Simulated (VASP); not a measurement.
Here is the system:

```
CELL_PARAMETERS angstrom
      1.18757    -2.05693     0.00000
      1.18757     2.05693     0.00000
      0.00000     0.00000     3.83503
ATOMIC_POSITIONS crystal
  Co 0.33333 0.66667 0.25000
  Co 0.66667 0.33333 0.75000
```
Starting moments (μB, in the order of the record's atoms Co Co): 1.6 1.6.

All values below come from PBEsol GGA, VASP's PBE PAW potentials (set 64) (plane waves; VASP 6.6.1). Settings: 500 eV cut-off, 17×17×10 Γ-centred mesh, first-order Methfessel-Paxton smearing of 0.10 eV, potentials Co.

Energy and stress use the plane-wave basis of the starting cell.

Q: The ions, cell shape and volume at an external pressure of 45.0 GPa are relaxed. Predict the relaxed structure.

A: 
```
CELL_PARAMETERS angstrom
      1.17346    -2.03250     0.00000
      1.17346     2.03250     0.00000
      0.00000     0.00000     3.78952
ATOMIC_POSITIONS crystal
  Co 0.33333 0.66667 0.25000
  Co 0.66667 0.33333 0.75000
```
Space group P6_3/mmc (194), at a tolerance of 0.03 Å. The cell ends with 2.93 μB, on the sites 1.45 1.45 μB.

Q: How do energy and volume change from the first to the last step?

A: The energy (σ→0) changes by +76.4 meV/atom and the volume by -3.5 %, in 4 ionic steps.

The compound is Co in the hcp structure. This run relaxes it under an external pressure of 45 GPa. Symmetry was kept, so distortions that lower it aren't found.
